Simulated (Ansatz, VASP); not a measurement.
## SbBr in VASP and in Ansatz

```
Sb Br
1.0
     4.01047    0.00000    0.00000
    -2.00524    3.47317    0.00000
     0.00000    0.00000    7.48568
Sb Br
2 2
Direct
  0.33333 0.66667 0.25000
  0.66667 0.33333 0.75000
  0.00000 0.00000 0.00000
  0.00000 0.00000 0.50000
```

Change from the starting cell: species swapped into the NbN type (P6_3/mmc, No. 194).

Alike in both runs: task single point; functional PBE; k mesh 6 × 6 × 2; occupations gaussian, width 0.1 eV; no spin polarisation.

|  | VASP | Ansatz |
| --- | --- | --- |
| version | VASP 6.6.1 | Ansatz 0.2.0 |
| potentials or method | VASP PAW PBE potentials, release 64 (Sb, Br) | scalar-relativistic, plane waves, PAW |
| plane-wave cutoff (eV) | 520 | 420 |
| valence electrons in the cell | 24 | 44 |

|  | VASP | Ansatz | Ansatz less VASP |
| --- | --- | --- | --- |
| gap on the k mesh at the Fermi level (eV) | none | none | - |
| pressure (GPa) | 8.9 | 9.0 | +0.16 |
| largest component of the traceless stress (GPa) | 5.73 | 5.76 | +0.030 |

A gap of «none» marks a metal or a gap that the smearing closes. With one functional, cell and mesh, what is left measures potentials, basis and numerics. The two sets of potentials don't hold the same shells in valence.

Caveats: the k mesh is coarse (spacing up to 0.42 Å⁻¹), so the values aren't converged. Spin-orbit coupling is left out, which matters for the levels of Sb.
